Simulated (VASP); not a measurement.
An input for Quantum ESPRESSO's pw.x (written as the equivalent of a VASP run, and not itself run):

```
&CONTROL
  calculation = 'vc-relax'
  pseudo_dir = './pseudo'
  outdir = './out'
  tprnfor = .true.
  tstress = .true.
  nstep = 40
  forc_conv_thr = 0.00078
/
&SYSTEM
  ibrav = 0
  nat = 3
  ntyp = 2
  ecutwfc = 88
  occupations = 'smearing'
  smearing = 'gaussian'
  degauss = 0.003675
  input_dft = 'pbe'
/
&ELECTRONS
  conv_thr = 7.3e-08
  electron_maxstep = 100
/
&IONS
/
&CELL
  press = 450
/
ATOMIC_SPECIES
  Be 9.012 Be.upf
  C 12.011 C.upf
CELL_PARAMETERS angstrom
     0.0000000    2.0478678    2.0478678
     2.0478678    0.0000000    2.0478678
     2.0478678    2.0478678   -0.0000000
ATOMIC_POSITIONS crystal
  Be   0.2500000  0.2500000  0.2500000
  Be   0.7500000  0.7500000  0.7500000
  C    0.0000000  0.0000000  0.0000000
K_POINTS automatic
  9 9 9 0 0 0
```

Q: Translate this input to VASP (INCAR, KPOINTS, POSCAR, choice of POTCAR).

A: This is not unique; one that fits is 
### INCAR
```
SYSTEM = Be2C
PREC = Accurate
ENCUT = 620
EDIFF = 1E-6
NELM = 100
ALGO = Normal
LREAL = .FALSE.
LASPH = .TRUE.
ISMEAR = 0
SIGMA = 0.05
GGA = PE
LWAVE = .FALSE.
LCHARG = .FALSE.
IBRION = 2
ISIF = 3
NSW = 40
EDIFFG = -0.02
PSTRESS = 450
```

### POSCAR
```
Be2C
1
    0.0000000000     2.0478678087     2.0478678087
    2.0478678087     0.0000000000     2.0478678087
    2.0478678087     2.0478678087    -0.0000000000
Be C
2 1
Direct
  0.2500000000   0.2500000000   0.2500000000
  0.7500000000   0.7500000000   0.7500000000
  0.0000000000   0.0000000000   0.0000000000
```

**KPOINTS**
```
Automatic mesh
0
Gamma
9 9 9
0 0 0
```

POTCAR, in this order: Be C (PBE.64 set). Program: vasp_std.

The two are equivalent in intent, not identical: the potentials are each code's own (VASP's PAW set, PseudoDojo norm-conserving files in pw.x), so ENCUT and ecutwfc are chosen apart and not converted; conv_thr bounds pw.x's estimated SCF error, while EDIFF bounds the energy change between steps; forc_conv_thr acts on force components and is met together with etot_conv_thr.

The compound is Be2C in the antifluorite structure. It was relaxed first under an external pressure of 45 GPa.
